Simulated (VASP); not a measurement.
A convergence study with VASP on BN (zinc blende): one setting is varied, all else stays as given below, so the limit is that of these other settings. ε∞ is the independent-particle value.

```yaml
crystal:
  lattice:
    - [0.00000, 1.80750, 1.80750]
    - [1.80750, 0.00000, 1.80750]
    - [1.80750, 1.80750, 0.00000]
  atoms:
    - { symbol: B, position: [0.00000, 0.00000, 0.00000] }
    - { symbol: N, position: [0.25000, 0.25000, 0.25000] }
```

Level of theory: PBE GGA, VASP's PBE PAW potentials (set 64) (plane waves; VASP 6.6.1). The tightest run used: 700 eV cut-off, 10×10×10 Γ-centred mesh, Gaussian smearing of 0.050 eV, potentials B N.

**Question.** The settings run are NBANDS = 5; NBANDS = 6; NBANDS = 8; NBANDS = 12; NBANDS = 20; NBANDS = 36; NBANDS = 68; NBANDS = 132. From which on does the mean ε∞ stay within 0.3  of the tightest run?

**Answer.** From NBANDS = 8 on: it is off by 0.23 there and by no more than 0.3 in any finer run, while NBANDS = 6 is off by 0.89.
```
setting       mean ε∞  bands  difference judged ()
------------  -------  -----  --------------------
NBANDS = 5       2.95      5                  1.75
NBANDS = 6       3.82      6                  0.89
NBANDS = 8       4.48      8                  0.23
NBANDS = 12      4.66     12                  0.05
NBANDS = 20      4.69     20                  0.01
NBANDS = 36      4.70     36                  0.01
NBANDS = 68      4.70     68                  0.00
NBANDS = 132     4.71    132                  0.00
```

Left out are rungs that failed or repeat a setting and relaxations that didn't move; long series are thinned to 24 rows.

The compound is BN in the zinc blende structure. The cell was not relaxed at this level.
